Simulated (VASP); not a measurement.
Output of a VASP run:

File OSZICAR:
```
       N       E                     dE             d eps       ncg     rms          rms(c)
DAV:   1     0.474687926119E+02    0.47469E+02   -0.93448E+03  1008   0.145E+03
DAV:   2    -0.417120338799E+02   -0.89181E+02   -0.81848E+02  1448   0.247E+02
DAV:   3    -0.454425877953E+02   -0.37306E+01   -0.37072E+01  1308   0.497E+01
DAV:   4    -0.454800498461E+02   -0.37462E-01   -0.37410E-01  1260   0.589E+00
DAV:   5    -0.454808007766E+02   -0.75093E-03   -0.75079E-03  1240   0.800E-01    0.840E+00
DAV:   6    -0.413982514437E+02    0.40825E+01   -0.20937E+00  1164   0.112E+01    0.613E+00
DAV:   7    -0.379263261051E+02    0.34719E+01   -0.35095E-01  1152   0.702E+00    0.130E+00
DAV:   8    -0.394490007810E+02   -0.15227E+01   -0.11443E+00  1084   0.921E+00    0.139E+00
DAV:   9    -0.402767805456E+02   -0.82778E+00   -0.13868E-01  1164   0.358E+00    0.782E-01
DAV:  10    -0.400647905048E+02    0.21199E+00   -0.18699E-02  1108   0.164E+00    0.633E-01
DAV:  11    -0.395635719016E+02    0.50122E+00   -0.15374E-01  1080   0.443E+00    0.230E-01
DAV:  12    -0.396995480243E+02   -0.13598E+00   -0.18274E-02  1076   0.181E+00    0.167E-01
DAV:  13    -0.396996524171E+02   -0.10439E-03   -0.21497E-04  1292   0.138E-01    0.156E-01
DAV:  14    -0.397198156936E+02   -0.20163E-01   -0.41817E-03  1072   0.862E-01    0.198E-01
DAV:  15    -0.397199804076E+02   -0.16471E-03   -0.44386E-04  1256   0.276E-01    0.188E-01
DAV:  16    -0.397202950169E+02   -0.31461E-03   -0.30878E-04  1088   0.227E-01    0.905E-02
DAV:  17    -0.397203753205E+02   -0.80304E-04   -0.41288E-05  1128   0.802E-02    0.700E-02
DAV:  18    -0.397203819595E+02   -0.66391E-05   -0.16684E-06  1112   0.171E-02    0.637E-02
DAV:  19    -0.397203613721E+02    0.20587E-04   -0.16655E-05  1056   0.517E-02    0.256E-02
DAV:  20    -0.397203886033E+02   -0.27231E-04   -0.22974E-05  1112   0.618E-02    0.326E-03
DAV:  21    -0.397203898534E+02   -0.12501E-05   -0.10329E-06   856   0.127E-02    0.101E-02
DAV:  22    -0.397203906191E+02   -0.76569E-06   -0.37341E-07   708   0.661E-03
   1 F= -.38699399E+02 E0= -.38699399E+02  d E =-.386994E+02
```

OUTCAR:
```
------------------------ aborting loop because EDIFF is reached ----------------------------------------
  FORCE on cell =-STRESS in cart. coord.  units (eV):
  Direction    XX          YY          ZZ          XY          YZ          ZX
  --------------------------------------------------------------------------------------
  Total        1.0532523      1.0532517      0.9885373      0.0000000      0.0000000      0.0000000
  in kB       51.5798854     51.5798571     48.4106637      0.0000000      0.0000000      0.0000000
  external PRESSURE =       0.5234687 kB  Pullay stress =      50.0000000 kB
  volume of cell :       32.72
      direct lattice vectors                 reciprocal lattice vectors
     1.223209487 -2.118660399  0.000000000     0.408760728 -0.235998181  0.000000000
     1.223209487  2.118660399  0.000000000     0.408760728  0.235998181  0.000000000
     0.000000000  0.000000000  6.312050181     0.000000000  0.000000000  0.158427131
 POSITION                                       TOTAL-FORCE (eV/Angst)
 -----------------------------------------------------------------------------------
      0.00000      0.00000      1.57801        -0.000000     -0.000000      0.000000
      0.00000      0.00000      4.73404         0.000000     -0.000000      0.000000
      1.22321      0.70622      1.57801        -0.000000      0.000000     -0.000000
      1.22321     -0.70622      4.73404         0.000000     -0.000000     -0.000000
 -----------------------------------------------------------------------------------
    total drift:                                0.000000     -0.000000      0.000000
  FREE ENERGIE OF THE ION-ELECTRON SYSTEM (eV)
  ---------------------------------------------------
  free  energy   TOTEN  =       -39.7203906191 eV

  energy  without entropy=      -39.7203906191  energy(sigma->0) =      -39.72039062
  enthalpy is  TOTEN    =       -38.6993992981 eV   P V=        1.0209913210

 reached required accuracy - stopping structural energy minimisation
```
(Selected blocks of OUTCAR.)

File POSCAR:
```
C
1
    1.2232094872    -2.1186603990     0.0000000000
    1.2232094872     2.1186603990     0.0000000000
    0.0000000000     0.0000000000     6.3120501814
C
4
Direct
  0.0000000000   0.0000000000   0.2500000000
  0.0000000000   0.0000000000   0.7500000000
  0.3333330000   0.6666670000   0.2500000000
  0.6666670000   0.3333330000   0.7500000000
```

Write an INCAR and KPOINTS that could have produced this output.

One answer among several that fit: the input of the run itself, r2SCAN meta-GGA, plane waves, VASP's PBE PAW potentials (set 64).

### INCAR
```
ALGO = Normal
EDIFF = 1E-6
EDIFFG = -0.02
ENCUT = 620
IBRION = 2
ISIF = 3
ISMEAR = 0
LASPH = T
LCHARG = F
LMIXTAU = T
LREAL = F
LWAVE = F
METAGGA = R2SCAN
NELM = 100
NSW = 40
PREC = Accurate
PSTRESS = 50
SIGMA = 0.05
SYSTEM = C
```

File KPOINTS:
```
Automatic mesh
0
Gamma
  10 10 4
0 0 0
```

POTCAR, in this order: C (PBE.64 set). Program: vasp_std.

The compound is C in the graphite structure. It was relaxed first under an external pressure of 5 GPa.
